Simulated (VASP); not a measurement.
# LaLuN2 (P4/mmm) in VASP: relaxation of cell and atoms with PBE

Aim: the relaxation of cell and atoms of LaLuN2 with PBE.

All numbers are computed with VASP 6.6.1; they aren't measurements. Logs are shortened: lines on timing, memory, paths and dates and some standing lists are left out, and cuts for length are marked.

## 1. The crystal as given

It takes space group P4/mmm (No. 123, tetragonal). The conventional cell has a = 3.660 Å, b = 3.660 Å, c = 5.100 Å, α = 90.00°, β = 90.00°, γ = 90.00°. La (site symmetry 4/mmm) has 6 N at 2.55 to 2.59 Å as nearest neighbours. Lu (site symmetry 4/mmm) has 6 N at 2.55 to 2.59 Å as nearest neighbours. N (site symmetry 4/mmm) is surrounded by 2 La at 2.55 Å and 4 Lu at 2.59 Å. Around N (site symmetry 4/mmm) lie 2 Lu at 2.55 Å and 4 La at 2.59 Å.

The cell was built by a generator and needn't be a form met in nature.

## 2. Relaxation of cell and atoms, PBE

Input file INCAR:

```
  PREC = Normal
  ENCUT = 520
  EDIFF = 1E-4
  ISMEAR = 0
  SIGMA = 0.15
  LREAL = F
  LASPH = T
  NELM = 60
  ALGO = Fast
  ISIF = 3
  LWAVE = F
  LCHARG = F
  GGA = PE
  IBRION = 2
  NSW = 24
  EDIFFG = -0.08
  KPAR = 2
```

Input file KPOINTS:

```
regular mesh
0
Gamma
  4 4 3
```

Input file POSCAR:

```
LaLuN2
1.0
    3.6600000000      0.0000000000      0.0000000000
    0.0000000000      3.6600000000      0.0000000000
    0.0000000000      0.0000000000      5.1000000000
La Lu N
1 1 2
Direct
    0.0000000000      0.0000000000      0.0000000000
    0.5000000000      0.5000000000      0.5000000000
    0.0000000000      0.0000000000      0.5000000000
    0.5000000000      0.5000000000      0.0000000000
```

Potentials or basis: VASP PAW PBE potentials, release 64 (La, Lu, N).

Run with:

```bash
> cat potpaw_PBE.64/La/POTCAR potpaw_PBE.64/Lu/POTCAR potpaw_PBE.64/N/POTCAR > POTCAR
> mpirun -np 2 vasp_std > vasp.out
```

OUTCAR:

```text
PREC = Normal
   ENCUT = 520
   EDIFF = 1E-4
   ISMEAR = 0
   LREAL = F
   LASPH = T
   NELM = 60
   ISIF = 3
   GGA = PE
   IBRION = 2
   NSW = 24
   EDIFFG = -0.08

 ion  position               nearest neighbor table
   1  0.000  0.000  0.000-   3 2.55   3 2.55   4 2.59   4 2.59   4 2.59   4 2.59   2 3.63   2 3.63
                             2 3.63   2 3.63   2 3.63   2 3.63   2 3.63   2 3.63
   2  0.500  0.500  0.500-   4 2.55   4 2.55   3 2.59   3 2.59   3 2.59   3 2.59   1 3.63   1 3.63
                             1 3.63   1 3.63   1 3.63   1 3.63   1 3.63   1 3.63
   3  0.000  0.000  0.500-   1 2.55   1 2.55   2 2.59   2 2.59   2 2.59   2 2.59
   4  0.500  0.500  0.000-   2 2.55   2 2.55   1 2.59   1 2.59   1 2.59   1 2.59

  LATTYP: Found a simple tetragonal cell.
 ALAT       =     3.6600000000
 C/A-ratio  =     1.3934426230

  Lattice vectors:

 A1 = (   3.6600000000,   0.0000000000,   0.0000000000)
 A2 = (   0.0000000000,   3.6600000000,   0.0000000000)
 A3 = (   0.0000000000,   0.0000000000,   5.1000000000)

Analysis of symmetry for initial positions (statically):
=====================================================================
 Subroutine PRICEL returns:
 Original cell was already a primitive cell.

 Routine SETGRP: Setting up the symmetry group for a
 simple tetragonal supercell.

 Subroutine GETGRP returns: Found 16 space group operations
 (whereof 16 operations were pure point group operations)
 out of a pool of 16 trial point group operations.

The static configuration has the point symmetry D_4h.

Analysis of symmetry for dynamics (positions and initial velocities):
=====================================================================
 Subroutine PRICEL returns:
 Original cell was already a primitive cell.

 Routine SETGRP: Setting up the symmetry group for a
 simple tetragonal supercell.

 Subroutine GETGRP returns: Found 16 space group operations
 (whereof 16 operations were pure point group operations)
 out of a pool of 16 trial point group operations.

The dynamic configuration has the point symmetry D_4h.

 Subroutine INISYM returns: Found 16 space group operations
 (whereof 16 operations are pure point group operations),
 and found     1 'primitive' translations

----------------------------------------------------------------------------------------

                                     Primitive cell

  volume of cell :      68.3176

  direct lattice vectors                    reciprocal lattice vectors
     3.660000000  0.000000000  0.000000000     0.273224044  0.000000000  0.000000000
     0.000000000  3.660000000  0.000000000     0.000000000  0.273224044  0.000000000
     0.000000000  0.000000000  5.100000000     0.000000000  0.000000000  0.196078431

  length of vectors
     3.660000000  3.660000000  5.100000000     0.273224044  0.273224044  0.196078431

  position of ions in fractional coordinates (direct lattice)
     0.000000000  0.000000000  0.000000000
     0.500000000  0.500000000  0.500000000
     0.000000000  0.000000000  0.500000000
     0.500000000  0.500000000  0.000000000

  ion indices of the primitive-cell ions
   primitive index   ion index
                 1           1
                 2           2
                 3           3
                 4           4

----------------------------------------------------------------------------------------

 KPOINTS: regular mesh

Automatic generation of k-mesh.
 Grid dimensions read from file:
 generate k-points for:    4    4    3

 Generating k-lattice:

  Cartesian coordinates                     Fractional coordinates (reciprocal lattice)
     0.068306011  0.000000000  0.000000000     0.250000000  0.000000000  0.000000000
[... 33 lines left out ...]
   ions per type =               1   1   2
   NGX,Y,Z   is equivalent  to a cutoff of   9.08,  9.08,  9.13 a.u.
   NGXF,Y,Z  is equivalent  to a cutoff of  18.17, 18.17, 18.25 a.u.
 SYSTEM =  unknown system
   PREC   = normal    normal or accurate (medium, high low for compatibility)
   ISTART =      0    job   : 0-new  1-cont  2-samecut
   ICHARG =      2    charge: 1-file 2-atom 10-const
   ISPIN  =      1    spin polarized calculation?
   LNONCOLLINEAR =      F non collinear calculations
   LSORBIT =      F    spin-orbit coupling
   LASPH  =      T    aspherical Exc in radial PAW
   ENCUT  =  520.0 eV  38.22 Ry    6.18 a.u.   6.81  6.81  9.48*2*pi/ulx,y,z
   NELM   =     60;   NELMIN=  2; NELMDL= -5     # of ELM steps
   EDIFF  = 0.1E-03   stopping-criterion for ELM
   LREAL  =      F    real-space projection
   EDIFFG = -.8E-01   stopping-criterion for IOM
   NSW    =     24    number of steps for IOM
   IBRION =      2    ionic relax: 0-MD 1-quasi-New 2-CG
   NFREE  =      1    steps in history (QN), initial steepest desc. (CG)
   ISIF   =      3    stress and relaxation
   ISYM   =      2    0-nonsym 1-usesym 2-fastsym
   POTIM  = 0.5000    time-step for ionic-motion
   TEBEG  =    0.0;   TEEND  =   0.0 temperature during run
   PSTRESS=    0.0 pullay stress
   NELECT =      46.0000    total number of electrons
   NUPDOWN=      -1.0000    fix difference up-down
   EMIN   =  10.00;   EMAX   =-10.00  energy-range for DOS
   EFERMI =   0.00;   METHOD = LEGACY
   ISMEAR =     0;   SIGMA  =   0.15  broadening in eV -4-tet -1-fermi 0-gaus
   EFERMI_NEDOS =   21; number of points for ismear=-14 and -15
   IALGO  =     68    algorithm
   IMIX   =      4    mixing-type and parameters
     AMIX     =   0.40;   BMIX     =  1.00
     AMIX_MAG =   1.60;   BMIX_MAG =  1.00
  volume/ion in A,a.u.               =      17.08       115.26
  Fermi-wavevector in a.u.,A,eV,Ry     =   1.434884  2.711537 28.012910  2.058891
  Thomas-Fermi vector in A             =   2.554243
   LORBIT       =      0    0 simple, 1 ext, 2 COOP (PROOUT), +10 PAW based schemes
   GGA     = PE    functional components
   LHFCALC =     F    Hartree Fock is set to
   AEXX    =    0.0000 exact exchange contribution
   IVDW    =     0    specifies the selected vdW correction
   LEPSILON=     F    determine dielectric tensor
   LRPA    =     F    only Hartree local field effects (RPA)
 conjugate gradient relaxation of ions
 non-spin polarized calculation
 RMM-DIIS sequential band-by-band and
 Gauss-broadening in eV      SIGMA  =   0.15
  energy-cutoff  :      520.00
  volume of cell :       68.32
 maximum number of plane-waves:      1868
   NGX = 13   NGY = 13   NGZ = 19

--------------------------------------- Ionic step        1  -------------------------------------------

 number of electron      45.9999887 magnetization

 Free energy of the ion-electron system (eV)
  ---------------------------------------------------
  ext. energy  EPLUGINS =         0.00000000
  ---------------------------------------------------
  free energy    TOTEN  =       -31.52130929 eV

  energy without entropy =      -31.51051141  energy(sigma->0) =      -31.51591035

------------------------ aborting loop because EDIFF is reached ----------------------------------------

  FORCE on cell =-STRESS in cart. coord.  units (eV):
  Direction    XX          YY          ZZ          XY          YZ          ZX
  --------------------------------------------------------------------------------------
  -------------------------------------------------------------------------------------
  Total       -2.5366723     -2.5366723     -1.8004745      0.0000000      0.0000000      0.0000000
  in kB      -59.4898120    -59.4898120    -42.2245677      0.0000000      0.0000000      0.0000000
  external PRESSURE =     -53.7347306 kB  Pullay stress =       0.0000000 kB
[... 25 lines left out ...]
--------------------------------------- Ionic step        2  -------------------------------------------

 number of electron      46.0000061 magnetization

------------------------ aborting loop EDIFF was not reached (unconverged)  ----------------------------

  FORCE on cell =-STRESS in cart. coord.  units (eV):
  Direction    XX          YY          ZZ          XY          YZ          ZX
  --------------------------------------------------------------------------------------
  -------------------------------------------------------------------------------------
  Total        1.7553936      1.7553936      2.3810112      0.0000000     -0.0000000      0.0000000
  in kB       44.7791512     44.7791512     60.7383215      0.0000000     -0.0000000      0.0000000
  external PRESSURE =      50.0988746 kB  Pullay stress =       0.0000000 kB
[... 25 lines left out ...]
--------------------------------------- Ionic step        3  -------------------------------------------

 number of electron      45.9999977 magnetization

------------------------ aborting loop EDIFF was not reached (unconverged)  ----------------------------

  FORCE on cell =-STRESS in cart. coord.  units (eV):
  Direction    XX          YY          ZZ          XY          YZ          ZX
  --------------------------------------------------------------------------------------
  -------------------------------------------------------------------------------------
  Total        0.3525428      0.3525428      0.9701983      0.0000000      0.0000000      0.0000000
  in kB        8.6564634      8.6564634     23.8226024      0.0000000      0.0000000      0.0000000
  external PRESSURE =      13.7118431 kB  Pullay stress =       0.0000000 kB
[... 19 lines left out ...]
  FREE ENERGIE OF THE ION-ELECTRON SYSTEM (eV)
  ---------------------------------------------------
  free  energy   TOTEN  =       -31.4908700128 eV

  energy  without entropy=      -31.4829777610  energy(sigma->0) =      -31.48692389

[... ionic steps 4 to 12 ...]

--------------------------------------- Ionic step       13  -------------------------------------------

 number of electron      45.9999971 magnetization

------------------------ aborting loop because EDIFF is reached ----------------------------------------
[... 71 lines left out ...]
--------------------------------------- Ionic step       15  -------------------------------------------

 number of electron      45.9999997 magnetization

 Free energy of the ion-electron system (eV)
  ---------------------------------------------------
  ext. energy  EPLUGINS =         0.00000000
  ---------------------------------------------------
  free energy    TOTEN  =       -31.59890081 eV

  energy without entropy =      -31.59137935  energy(sigma->0) =      -31.59514008

 E-fermi :   6.1531     XC(G=0): -11.3861

 val. band max:        6.0216533190   @ k =   0.5000   0.5000   0.0000
 cond. band min:       6.1796784157   @ k =   0.5000   0.5000   0.0000
 fundamental gap:      0.1580250967
 Fermi energy:         6.1531162338

 k-point     1 :       0.0000    0.0000    0.0000
  band No.  band energies     occupation
      1     -49.2736      2.00000
      2     -24.5240      2.00000
      3     -19.9925      2.00000
      4     -19.8701      2.00000
      5     -19.8701      2.00000
      6      -8.6593      2.00000
[... 380 lines left out ...]
  FREE ENERGIE OF THE ION-ELECTRON SYSTEM (eV)
  ---------------------------------------------------
  free  energy   TOTEN  =       -31.5989008074 eV

  energy  without entropy=      -31.5913793489  energy(sigma->0) =      -31.59514008

 reached required accuracy - stopping structural energy minimisation
```

Run time: 3.3 min. Hardware: 2 MPI ranks of Intel Xeon Platinum 8488C (Sapphire Rapids), shared host; peak memory 0.17 GiB.

What came out:

* Free energy: -31.5989 eV
* Relaxed volume: 16.19 Å³/atom
* Relaxed cell: a = 3.581 Å, b = 3.581 Å, c = 5.050 Å, α = 90.00°, β = 90.00°, γ = 90.00°
* Space group after relaxing (to 0.05 Å): P4/mmm (No. 123)
* Energy gained by relaxing: 19.4 meV/atom
* Ionic steps: 15
* Pressure after relaxing: 0.1 GPa
* Band gap on the k mesh: none (metal or under the smearing width)

Step by step:
```csv
step,energy change (eV),largest force (eV/Å),pressure (GPa),volume (Å³)
1,0.0000,0.0000,-5.37,68.32
2,-0.0181,0.0000,5.01,62.81
3,0.0304,0.0000,1.37,65.25
4,0.3454,0.0000,-4.75,65.80
5,-0.0529,0.0000,-2.08,65.36
6,-0.0758,0.0000,-1.64,64.66
7,-0.0590,0.0000,2.53,63.38
8,-0.0733,0.0000,8.16,64.15
9,-0.0760,0.0000,2.19,64.56
10,-0.0772,0.0000,0.76,64.61
11,-0.0773,0.0000,1.24,64.62
12,-0.0773,0.0000,1.06,64.64
13,-0.0748,0.0000,-2.88,65.54
14,-0.0778,0.0000,-2.30,65.03
15,-0.0776,0.0000,0.15,64.77
```

Final structure:
```cif
data_structure
_symmetry_space_group_name_H-M 'P 1'
_symmetry_Int_Tables_number 1
_cell_length_a 3.5812
_cell_length_b 3.5812
_cell_length_c 5.0504
_cell_angle_alpha 90.000
_cell_angle_beta 90.000
_cell_angle_gamma 90.000
_cell_volume 64.77
loop_
_atom_site_label
_atom_site_type_symbol
_atom_site_fract_x
_atom_site_fract_y
_atom_site_fract_z
_atom_site_occupancy
La1 La 0.00000 0.00000 0.00000 1
Lu1 Lu 0.50000 0.50000 0.50000 1
N1 N 0.00000 0.00000 0.50000 1
N2 N 0.50000 0.50000 0.00000 1
```

Caveat: the k mesh is coarse (spacing up to 0.43 Å⁻¹), so the values aren't converged; the relaxation stopped at a loose force limit of 0.08 eV/Å, so its end isn't a converged minimum.
